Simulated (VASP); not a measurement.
Input for VASP

### KPOINTS
```
Automatic mesh
0
gamma
7 7 7
0 0 0
```

INCAR:
```
LREAL = .FALSE.   # projection in real space or not
ISIF = 2   # forces and stress, cell fixed
ENCUT = 300   # plane-wave cut-off (eV)
MAGMOM = 2.0 2.0 2.0 0.0
LWAVE = .FALSE.
LCHARG = .FALSE.
ISPIN = 2   # spin-polarised
SIGMA = 0.05   # width (eV)
NELM = 100   # most electronic steps
LASPH = .TRUE.   # aspherical one-centre terms
PREC = Accurate
GGA = PS
LMAXMIX = 6
EDIFF = 1E-6
SYSTEM = TaNi3
LORBIT = 11   # lm-projected
ALGO = Normal   # blocked Davidson
ISMEAR = 0   # Gaussian
```

POSCAR:
```
TaNi3
1
   -1.8135000000     1.8135000000     3.7275000000
    1.8135000000    -1.8135000000     3.7275000000
    1.8135000000     1.8135000000    -3.7275000000
Ni Ta
3 1
Direct
  0.7500000000   0.2500000000   0.5000000000
  0.2500000000   0.7500000000   0.5000000000
  0.5000000000   0.5000000000   0.0000000000
  0.0000000000   0.0000000000   0.0000000000
```

POTCAR, in this order: Ni Ta_pv (PBE.64 set). Program: vasp_std.

Problem. Translate this PBEsol calculation to Quantum ESPRESSO's pw.x.

Solution. One equivalent input (not run):
```
&CONTROL
  calculation = 'scf'
  pseudo_dir = './pseudo'
  outdir = './out'
  tprnfor = .true.
  tstress = .true.
/
&SYSTEM
  ibrav = 0
  nat = 4
  ntyp = 2
  ecutwfc = 98
  occupations = 'smearing'
  smearing = 'gaussian'
  degauss = 0.003675
  input_dft = 'pbesol'
  nspin = 2
  starting_magnetization(1) = 0.2
/
&ELECTRONS
  conv_thr = 7.3e-08
  electron_maxstep = 100
/
ATOMIC_SPECIES
  Ni 58.693 Ni.upf
  Ta 180.948 Ta.upf
CELL_PARAMETERS angstrom
    -1.8135000    1.8135000    3.7275000
     1.8135000   -1.8135000    3.7275000
     1.8135000    1.8135000   -3.7275000
ATOMIC_POSITIONS crystal
  Ni   0.7500000  0.2500000  0.5000000
  Ni   0.2500000  0.7500000  0.5000000
  Ni   0.5000000  0.5000000  0.0000000
  Ta   0.0000000  0.0000000  0.0000000
K_POINTS automatic
  7 7 7 0 0 0
```
The two are equivalent in intent, not identical: the potentials are each code's own (VASP's PAW set, PseudoDojo norm-conserving files in pw.x), so ENCUT and ecutwfc are chosen apart and not converted; conv_thr bounds pw.x's estimated SCF error, while EDIFF bounds the energy change between steps; starting_magnetization is a fraction of the valence charge and MAGMOM a moment in μB, so they match only roughly.

The structure comes from a measured TaNi3 entry of the Crystallography Open Database, whose conditions weren't checked. The cell was not relaxed at this level. The k-mesh is coarse (spacing up to 0.35 per Å, 2π included), so the numbers may not be converged in it.
